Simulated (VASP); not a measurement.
VASP input:

### INCAR
```
SYSTEM=CuI
PREC=Accurate; ENCUT=500; LREAL=.FALSE.
LASPH=.TRUE.
EDIFF=1E-6; NELM=100; ALGO=Normal
LMAXMIX=4
ISMEAR=0; SIGMA=0.05
GGA=PS
IBRION=2; NSW=40; ISIF=3
EDIFFG=-0.02; PSTRESS=450
LWAVE=.FALSE.; LCHARG=.FALSE.
```

File POSCAR:
```
CuI
1.0
  0.0000000000   2.6980561345   2.6980561345
  2.6980561345   0.0000000000   2.6980561345
  2.6980561345   2.6980561345   0.0000000000
Cu I
1 1
Cart
  0.0000000000   0.0000000000   0.0000000000
  1.3490280672   1.3490280672   1.3490280672
```

File KPOINTS:
```
Automatic mesh
0
G
 9 9 9
```

POTCAR, in this order: Cu I (PBE.64 set). Program: vasp_std.

**Question.** Translate this PBEsol calculation to Quantum ESPRESSO's pw.x.

**Answer.** One equivalent input (not run):
```
&CONTROL
  calculation = 'vc-relax'
  pseudo_dir = './pseudo'
  outdir = './out'
  tprnfor = .true.
  tstress = .true.
  nstep = 40
  forc_conv_thr = 0.00078
/
&SYSTEM
  ibrav = 0
  nat = 2
  ntyp = 2
  ecutwfc = 92
  occupations = 'smearing'
  smearing = 'gaussian'
  degauss = 0.003675
  input_dft = 'pbesol'
/
&ELECTRONS
  conv_thr = 7.3e-08
  electron_maxstep = 100
/
&IONS
/
&CELL
  press = 450
/
ATOMIC_SPECIES
  Cu 63.546 Cu.upf
  I 126.904 I.upf
CELL_PARAMETERS angstrom
    -0.0000000    2.6980561    2.6980561
     2.6980561   -0.0000000    2.6980561
     2.6980561    2.6980561   -0.0000000
ATOMIC_POSITIONS crystal
  Cu   0.0000000  0.0000000  0.0000000
  I    0.2500000  0.2500000  0.2500000
K_POINTS automatic
  9 9 9 0 0 0
```
What does not carry over: the potentials are each code's own (VASP's PAW set, PseudoDojo norm-conserving files in pw.x), so ENCUT and ecutwfc are chosen apart and not converted; conv_thr bounds pw.x's estimated SCF error, while EDIFF bounds the energy change between steps; forc_conv_thr acts on force components and is met together with etot_conv_thr.

The compound is CuI in the zinc blende structure. This run relaxes it under an external pressure of 45 GPa. Symmetry was kept, so distortions that lower it aren't found.
